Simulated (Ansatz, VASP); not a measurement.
## MgP4H64C26S2O28F6 (Mg2+ triflate in trimethyl phosphate and diglyme at 440 K): VASP beside Ansatz

One calculation is typed for both programs; each brings its own data sets. How far apart do they land? The cell is taken from a series of runs on this material, whose earlier steps may have relaxed, scaled, displaced or heated it; both programs get it as it stands.

Program: Ansatz 0.2.0. Level of theory: plane waves, with VASP 6.6.1 beside it; single point at RPBE with D3(BJ). Results are calculated unless marked as measured.

## 1. Set-up

The cell holds 131 atoms: 26 C, 28 O, 64 H, 4 P, 2 S, 6 F and 1 Mg. Cell: a = 11.943 Å, b = 11.943 Å, c = 11.943 Å, α = 90.0°, β = 90.0°, γ = 90.0°. As first built, before any earlier steps moved the atoms (in the runner's words): 4 trimethyl phosphate, 2 diglyme, 1 Mg2+, 2 triflate placed at random, at 1.12 g/cm^3; overlaps pushed apart, then 10 ps at 550 K with divalent ions of Li, Roberts, Chakravorty and Merz (J. Chem. Theory Comput. 9, 2733 (2013)); MMFF94 bonds, angles, torsions, charges and radii (Halgren, J. Comput. Chem. 17, 490 (1996)) in harmonic and 12-6 forms; charges of ions scaled by 0.8. Snapshot after 30 ps at 440 K and fixed volume.

## 2. Ansatz: single point, RPBE with D3(BJ)

Ansatz runs on its default PAW (the set named soft_2) files.

With cell and atoms fixed, the geometry can't cause a difference; cores, projectors, grids and the points listed under the comparison can.

input.yaml

```yaml
crystal:
  lattice:
    - [11.9432, 0.0, 0.0]
    - [0.0, 11.9432, 0.0]
    - [0.0, 0.0, 11.9432]
  atoms:
    - { symbol: C, position: [0.243, 0.39642, 0.27239] }
    - { symbol: O, position: [0.19148, 0.39767, 0.16476] }
    - { symbol: C, position: [0.17623, 0.28718, 0.12212] }
    - { symbol: C, position: [0.11856, 0.29689, 0.00872] }
    - { symbol: O, position: [0.10016, 0.18582, 0.96795] }
    - { symbol: C, position: [0.04548, 0.18651, 0.86166] }
    - { symbol: C, position: [0.03048, 0.06473, 0.82474] }
    - { symbol: O, position: [0.97392, 0.05669, 0.71945] }
    - { symbol: C, position: [0.04835, 0.06889, 0.62584] }
    - { symbol: H, position: [0.2527, 0.48378, 0.29887] }
    - { symbol: H, position: [0.32608, 0.35565, 0.26926] }
    - { symbol: H, position: [0.191, 0.35075, 0.33389] }
    - { symbol: H, position: [0.25783, 0.24443, 0.11257] }
    - { symbol: H, position: [0.12448, 0.23668, 0.17997] }
    - { symbol: H, position: [0.03789, 0.34126, 0.01864] }
    - { symbol: H, position: [0.17157, 0.34481, 0.9503] }
    - { symbol: H, position: [0.09596, 0.23315, 0.80007] }
    - { symbol: H, position: [0.9626, 0.22741, 0.86809] }
    - { symbol: H, position: [0.11262, 0.02279, 0.82105] }
    - { symbol: H, position: [0.97845, 0.02042, 0.88628] }
    - { symbol: H, position: [0.11289, 0.00297, 0.62648] }
    - { symbol: H, position: [0.08979, 0.15117, 0.62501] }
    - { symbol: H, position: [0.99711, 0.05999, 0.55018] }
    - { symbol: C, position: [0.56526, 0.74786, 0.23004] }
    - { symbol: O, position: [0.5595, 0.66151, 0.14557] }
    - { symbol: C, position: [0.53708, 0.5532, 0.19444] }
    - { symbol: C, position: [0.5142, 0.47367, 0.09887] }
    - { symbol: O, position: [0.60796, 0.48186, 0.02237] }
    - { symbol: C, position: [0.60233, 0.40016, 0.93253] }
    - { symbol: C, position: [0.65446, 0.2898, 0.9705] }
[... 95 atom lines left out ...]
    - { symbol: O, position: [0.80863, 0.62134, 0.12871] }
    - { symbol: C, position: [0.98002, 0.75451, 0.07119] }
    - { symbol: F, position: [0.98465, 0.7147, 0.96533] }
    - { symbol: F, position: [0.0524, 0.69596, 0.1351] }
    - { symbol: F, position: [0.01121, 0.86339, 0.06979] }
    - { symbol: Mg, position: [0.67114, 0.64633, 0.00716] }
kpoints:
  mp_grid: { grid: [1, 1, 1] }
hamiltonian:
  xc: rpbe
  dispersion: d3bj
scf:
  occupations: { method: fermi_dirac, width: 0.05 }
output:
  forces: true
  stress: true
  populations: true
  dos:
    method: { smearing: { sigma: 0.1 } }
    de: 0.1
    projected: { site_lists: { C: [C], F: [F], H: [H], Mg: [Mg], O: [O] } }
  eigenvalues: true
  write_density: true
  write_potential: true
  volumetric_format: npy
```

The run is started by

```console
> ansatz run input.yaml --threads 4 --pin off --max-ram 8192MiB --backend cpu --events-out ev --progress --plain --runs-dir out
```

Numbers of over 12 decimals in the logs are rounded to 6 here.

Log:

```text
Engine: ansatz 0.2.0, aarch64-unknown-linux-gnu
Pseudopotentials: kind: paw
Pseudopotential: C, paw, valence charge 4, recommended cutoff 420 eV (normal), C.paw.azcp
Pseudopotential: O, paw, valence charge 6, recommended cutoff 420 eV (normal), O.paw.azcp
Pseudopotential: H, paw, valence charge 1, recommended cutoff 420 eV (normal), H.paw.azcp
Pseudopotential: P, paw, valence charge 5, recommended cutoff 420 eV (normal), P.paw.azcp
Pseudopotential: S, paw, valence charge 6, recommended cutoff 420 eV (normal), S.paw.azcp
Pseudopotential: F, paw, valence charge 7, recommended cutoff 420 eV (normal), F.paw.azcp
Pseudopotential: Mg, paw, valence charge 10, recommended cutoff 420 eV (normal), Mg.paw.azcp
Functional definition: RPBE
  parameter kappa = 0.804
  parameter beta = 0.066725
  exchange = rpbe_x(kappa = kappa, mu = beta*pi^2/3)
  correlation = pbe_c(beta = beta)
Crystal: 131 atoms, lattice volume = 1703.578 Å³
Basis set: ecut = 420 eV, 33371 PW (Γ), exchange–correlation on 160×160×160 points (8 copies of the dense FFT grid, shifted against one another)
Bands: 341, of which v1, the nominal top of the filled ones, is band 210 counted from 1 (209 counted from 0)
Symmetry: 1 space group operations
Space group: P1 (ITA 1), of the structure as read, at distance tolerance 1.2e-4 Å
k-points: 1
Non-local potential: C, projectors of the file, l = 0: 2, l = 1: 2, l = 2: 1
Non-local potential: O, projectors of the file, l = 0: 2, l = 1: 2, l = 2: 1
Non-local potential: H, projectors of the file, l = 0: 2, l = 1: 1
Non-local potential: P, projectors of the file, l = 0: 2, l = 1: 2, l = 2: 2
Non-local potential: S, projectors of the file, l = 0: 2, l = 1: 2, l = 2: 2
Non-local potential: F, projectors of the file, l = 0: 2, l = 1: 2, l = 2: 1
Non-local potential: Mg, projectors of the file, l = 0: 3, l = 1: 2, l = 2: 1
PAW form: soft (Blöchl's): semilocal exchange-correlation on the pseudo side does not see the compensation charge
PAW frozen core: C, regenerated for the run's functional, and the local potential with it (the file was generated under x = pbe(κ = 0.804, μ = 0.219515), c = pbe(β = 0.066725))
PAW frozen core: O, regenerated for the run's functional, and the local potential with it (the file was generated under x = pbe(κ = 0.804, μ = 0.219515), c = pbe(β = 0.066725))
PAW frozen core: P, regenerated for the run's functional, and the local potential with it (the file was generated under x = pbe(κ = 0.804, μ = 0.219515), c = pbe(β = 0.066725))
PAW frozen core: S, regenerated for the run's functional, and the local potential with it (the file was generated under x = pbe(κ = 0.804, μ = 0.219515), c = pbe(β = 0.066725))
PAW frozen core: F, regenerated for the run's functional, and the local potential with it (the file was generated under x = pbe(κ = 0.804, μ = 0.219515), c = pbe(β = 0.066725))
PAW frozen core: Mg, regenerated for the run's functional, and the local potential with it (the file was generated under x = pbe(κ = 0.804, μ = 0.219515), c = pbe(β = 0.066725))
PAW one-centre angular grid: C, 110 points (default); XC on 64 Gauss nodes
PAW one-centre angular grid: O, 110 points (default); XC on 64 Gauss nodes
PAW one-centre angular grid: H, 110 points (default); XC on 64 Gauss nodes
PAW one-centre angular grid: P, 110 points (default); XC on 64 Gauss nodes
PAW one-centre angular grid: S, 110 points (default); XC on 64 Gauss nodes
PAW one-centre angular grid: F, 110 points (default); XC on 64 Gauss nodes
PAW one-centre angular grid: Mg, 110 points (default); XC on 64 Gauss nodes
Initial density: superposition of atomic densities (neutral atoms: chi_scale 0, normalization atom), corrected by the library's trained network
Initial wavefunctions: pseudopotential atomic-orbital guess
Functional: x = rpbe, c = pbe(β = 0.066725)
SCF iter   1: F=—  HF=-35178.767367 eV  |F-HF|=—  |Δ(HF+E_count)|=         —  Δρ=5.29e-3  dr2=4.57e-1  ethr=1.77e-3  ⟨swp⟩=6.0  Hψ=1683  notcnv=0  defer=105
preconditioner: auto → Resta (q_TF=auto, 2.160 Å⁻¹)  ε∞=2.3  [insulator: Δε(μ)=5.124 eV  Ē_g=16.006 eV  σ=0.050 eV  W_gap=1.00  n_scr=256 (ndim 8)  ℏωp=17.9 eV  f_vac=0.347  D(μ)=0.00/eV (n_scr^D=0)  ε∞_Penn≈2.3]
SCF iter   2: F=—  HF=-35178.683485 eV  |F-HF|=—  |Δ(HF+E_count)|=   8.39e-2  Δρ=2.69e-3  dr2=1.13e-1  ethr=1.09e-4  ⟨swp⟩=2.0  Hψ=544  notcnv=0  defer=123
SCF iter   3: F=—  HF=-35178.676755 eV  |F-HF|=—  |Δ(HF+E_count)|=   6.73e-3  Δρ=1.38e-3  dr2=3.63e-2  ethr=2.70e-5  ⟨swp⟩=4.0  Hψ=441  notcnv=0  defer=123
SCF iter   4: F=—  HF=-35178.661608 eV  |F-HF|=—  |Δ(HF+E_count)|=   1.51e-2  Δρ=3.72e-4  dr2=2.88e-3  ethr=8.63e-6  ⟨swp⟩=3.0  Hψ=580  notcnv=0  defer=123
[...]
atom  91  H     -0.00097506     0.00029438     0.00020697
  atom  92  H     -0.02204730     0.03991433     0.02300694
  atom  93  H      0.05884810     0.00117797     0.01342934
  atom  94  H     -0.02287612    -0.04660240     0.01590474
  atom  95  H     -0.00028773     0.00011847    -0.00118700
  atom  96  H     -0.00207231     0.00247756     0.00116562
  atom  97  H     -0.00011679     0.00069908    -0.00038835
  atom  98  C     -0.01737506    -0.00220015    -0.00283413
  atom  99  O     -0.00273935     0.01550466    -0.00790073
  atom 100  P     -0.00184345     0.00210197     0.00133815
  atom 101  O      0.00772503    -0.00617615    -0.00292159
  atom 102  O      0.00531671    -0.00387665    -0.00006184
  atom 103  C      0.00719442     0.00431196     0.00683325
  atom 104  O      0.00181799     0.00501817    -0.00160406
  atom 105  C      0.00245791    -0.00219268    -0.00353294
  atom 106  H     -0.01131040    -0.00013899     0.00167084
  atom 107  H      0.01289781     0.00629393     0.02511290
  atom 108  H      0.01176352    -0.02045534    -0.01033646
  atom 109  H      0.00016523     0.00593339    -0.00775270
  atom 110  H     -0.00008600    -0.00048411     0.00002867
  atom 111  H     -0.01036277    -0.00274608     0.00184111
  atom 112  H     -0.00092425     0.00341225    -0.00161701
  atom 113  H     -0.00283765    -0.00206434     0.00151988
  atom 114  H      0.00011314    -0.00071142     0.00037086
[...]
atom 124  S     -0.00416778    -0.00252270    -0.00522074
  atom 125  O      0.00142015     0.00079279     0.00223277
  atom 126  O      0.00010213     0.00013319     0.00033346
  atom 127  C      0.00190669     0.00335047    -0.00344115
  atom 128  F     -0.00122118     0.00029758     0.00316708
  atom 129  F     -0.00058191     0.00013386    -0.00066675
  atom 130  F     -0.00081967    -0.00297658     0.00018114
  atom 131  Mg     0.00253576    -0.00111917    -0.00021161
  max |Σ_I F_I| component: 1.73e-4 eV/Å
--- Stress (GPa, compression-positive) ---
       -0.338164       0.002293       0.019286
        0.002293      -0.384270      -0.012144
        0.019287      -0.012145      -0.357969
  P = ⅓ Tr σ = -0.3601 GPa (-3.601 kbar)
--- Band table (eV) ---
  k-point 0: bands = [... 206 lower, -1.3347, -1.2785, -1.2014, -1.1097, 3.5942, 4.0044, 4.2308, 4.3141, ... 127 higher]
--- Löwdin populations: 131 sites ---
  site symbol       q [e]
     0      C      4.2155
     1      O      6.3367
     2      C      4.0367
     3      C      4.0380
     4      O      6.3496
     5      C      4.0459
     6      C      4.0418
     7      O      6.3496
     8      C      4.2179
     9      H      0.7802
    10      H      0.8390
    11      H      0.8344
    12      H      0.8343
    13      H      0.8353
    14      H      0.8436
    15      H      0.8141
    16      H      0.8413
    17      H      0.8448
    18      H      0.8271
    19      H      0.8029
    20      H      0.8171
    21      H      0.8219
    22      H      0.7895
    23      C      4.2255
[...]
123      S      3.7565
   124      O      6.7311
   125      O      6.8119
   126      C      3.3186
   127      F      7.2201
   128      F      7.2109
   129      F      7.2173
   130     Mg      8.3697
  spilling = 0.016265 (of n_electrons = 420.000000)
```

## 3. VASP: single point, RPBE with D3(BJ)

The same cell, functional, mesh and smearing now go to VASP, with its own data sets.

Lines of VASP's logs that name or quote its potential files are left out, and so is its time.

INCAR

```
SYSTEM = MgP4H64C26S2O28F6
PREC = Accurate
ENCUT = 600
EDIFF = 1E-06
NELM = 120
ISMEAR = -1
SIGMA = 0.05
LREAL = Auto
ALGO = Normal
GGA = RP
IVDW = 12
NBANDS = 297
LORBIT = 11
LWAVE = .FALSE.
LCHARG = .FALSE.
ISIF = 2
LASPH = .TRUE.
GGA_COMPAT = .FALSE.
EFERMI = MIDGAP
```

POSCAR

```
MgP4H64C26S2O28F6
1.0
   11.9432000000      0.0000000000      0.0000000000
    0.0000000000     11.9432000000      0.0000000000
    0.0000000000      0.0000000000     11.9432000000
C O H P S F Mg
26 28 64 4 2 6 1
Direct
    0.2430000000      0.3964200000      0.2723900000
    0.1762300000      0.2871800000      0.1221200000
    0.1185600000      0.2968900000      0.0087200000
    0.0454800000      0.1865100000      0.8616600000
    0.0304800000      0.0647300000      0.8247400000
    0.0483500000      0.0688900000      0.6258400000
    0.5652600000      0.7478600000      0.2300400000
    0.5370800000      0.5532000000      0.1944400000
    0.5142000000      0.4736700000      0.0988700000
    0.6023300000      0.4001600000      0.9325300000
    0.6544600000      0.2898000000      0.9705000000
    0.6926400000      0.1070300000      0.9066900000
    0.3686700000      0.1382200000      0.8097700000
    0.4705900000      0.2752800000      0.5476800000
    0.2430700000      0.4750400000      0.5830600000
    0.0540700000      0.7360700000      0.4516600000
    0.2789500000      0.8798600000      0.1876000000
    0.3949700000      0.8618200000      0.5471100000
    0.7943400000      0.8237600000      0.7547400000
    0.6728300000      0.5846800000      0.5732500000
    0.9894200000      0.5110400000      0.7641300000
    0.9041500000      0.4060200000      0.2617500000
    0.7991300000      0.0912700000      0.2492400000
    0.8029900000      0.2536400000      0.5789400000
    0.3479900000      0.7505500000      0.8763600000
    0.9800200000      0.7545100000      0.0711900000
    0.1914800000      0.3976700000      0.1647600000
    0.1001600000      0.1858200000      0.9679500000
    0.9739200000      0.0566900000      0.7194500000
    0.5595000000      0.6615100000      0.1455700000
[... 95 atom lines left out ...]
    0.3230700000      0.6833800000      0.9640900000
    0.3416800000      0.6890800000      0.7812400000
    0.9846500000      0.7147000000      0.9653300000
    0.0524000000      0.6959600000      0.1351000000
    0.0112100000      0.8633900000      0.0697900000
    0.6711400000      0.6463300000      0.0071600000
```

KPOINTS

```
Automatic mesh
0
Gamma
1 1 1
0 0 0
```

The projector-augmented-wave data sets are C, O, H, P, S, F and Mg (PBE family, release 64).

The run is started by

```console
> export OMP_NUM_THREADS=3
> mpirun -np 1 vasp_gam
```

Log:

```text
[banner, memory and clock lines left out]
running    1 mpi-ranks, on    1 nodes
[...]
Offloading initialized ...    1 GPUs detected
[...]
|                                                                             |
|               ----> ADVICE to this user running VASP <----                  |
|                                                                             |
|     You enforced a specific xc type in the INCAR file but a different       |
|     [... a line on the potential file left out ...]
|     I HOPE YOU KNOW WHAT YOU ARE DOING!                                     |
|                                                                             |

 LDA part: xc-table for (Slater+PW92), standard interpolation
 POSCAR, INCAR and KPOINTS ok, starting setup
[...]
entering main loop
       N       E                     dE             d eps       ncg     rms          rms(c)
DAV:   1     0.380147133198E+04    0.38015E+04   -0.23292E+05   602   0.142E+03
DAV:   2    -0.332351585467E+03   -0.41338E+04   -0.39468E+04   755   0.323E+02
DAV:   3    -0.761401268797E+03   -0.42905E+03   -0.42587E+03   740   0.111E+02
DAV:   4    -0.771571589276E+03   -0.10170E+02   -0.10122E+02   764   0.185E+01
[...]
DAV:  18    -0.708180580241E+03    0.11777E-04   -0.13780E-05   708   0.109E-02    0.384E-03
DAV:  19    -0.708180575198E+03    0.50430E-05   -0.42723E-06   644   0.713E-03    0.263E-03
DAV:  20    -0.708180574230E+03    0.96823E-06   -0.25506E-06   684   0.434E-03
   1 F= -.72730847E+03 E0= -.72730847E+03  d E =-.191504E-19
```

OUTCAR, selected parts (step 3):

```text
  FREE ENERGIE OF THE ION-ELECTRON SYSTEM (eV)
  ---------------------------------------------------
  free  energy   TOTEN  =      -727.3084734620 eV

  energy  without entropy=     -727.3084734620  energy(sigma->0) =     -727.30847346
```

The run ends at a pressure of -0.56 GPa, with forces up to 0.42 eV/Å.

## 4. Comparison

Known differences besides the potentials themselves: the data sets hold 420 valence electrons in Ansatz (on its default PAW (the set named soft_2) files) and 412 in VASP; the cutoff is 420 eV in Ansatz and 600 eV in VASP (PREC = Accurate, projectors in real space); Ansatz makes its cores anew for this functional, VASP keeps those of its PBE data sets. Total energies have different zeros and are not compared.

Compared:

```csv
quantity,Ansatz,VASP,difference
pressure (GPa),-0.36,-0.56,+0.20
gap on the k mesh (eV),4.704,4.695,+0.009
```

Forces on 7 of the 131 atoms, those with the largest forces and the largest differences (eV/Å; atoms numbered as in POSCAR):

```csv
atom,"Ansatz x, y, z","VASP x, y, z"
C25,"0.002, -0.002, 0.002","0.387, 0.167, 0.045"
C26,"0.002, 0.003, -0.003","-0.381, -0.027, 0.143"
F126,"-0.001, 0.002, -0.002","-0.081, -0.227, 0.301"
F127,"0.000, -0.001, -0.001","-0.017, -0.207, -0.327"
F128,"-0.001, 0.000, 0.003","0.009, -0.138, -0.362"
F129,"-0.001, 0.000, -0.001","0.250, -0.207, 0.228"
F130,"-0.001, -0.003, 0.000","0.101, 0.371, -0.005"
```

The forces differ by 83 meV/Å r.m.s., where the r.m.s. force is 0.007 eV/Å in Ansatz and 0.083 eV/Å in VASP: the atoms lie near their places of rest in Ansatz, so a percentage would say little (all taken over all components). A gap on the mesh is an upper bound, since the band edges may lie between its points.

## 5. What came out

```
r.m.s. force difference (single point, RPBE with D3(BJ)) : 83 meV/Å
```

The r.m.s. force difference is 83 meV/Å (single point, RPBE with D3(BJ)), beyond the 12 meV/Å picked in this series as the mark of a large difference. The data sets hold unlike numbers of valence electrons (420 in Ansatz and 412 in VASP), so part of the differences comes from the potentials. What causes the difference of the single point, RPBE with D3(BJ) pair stays open here. How closely two codes agree says nothing of how well the functional describes the real material.

[Lines on the potential files, build, host, timing and source positions are cut from VASP's logs without a mark.]

[Logs are printed without paths, hosts, clocks, repeated set-up lines and the standing remarks that a program may print on its own settings, such as how far it seeks lower states.]

[Hosts, paths, dates, database ids (printed as entryN), source tags and the programs' standing remarks are cut or masked in the printed files.]

[The MMFF94 radii named for the starting cell were scaled by 0.96; in molecules described by MMFF94, hydrogen bound to N, O or S took a small fixed 12-6 site in their place.]
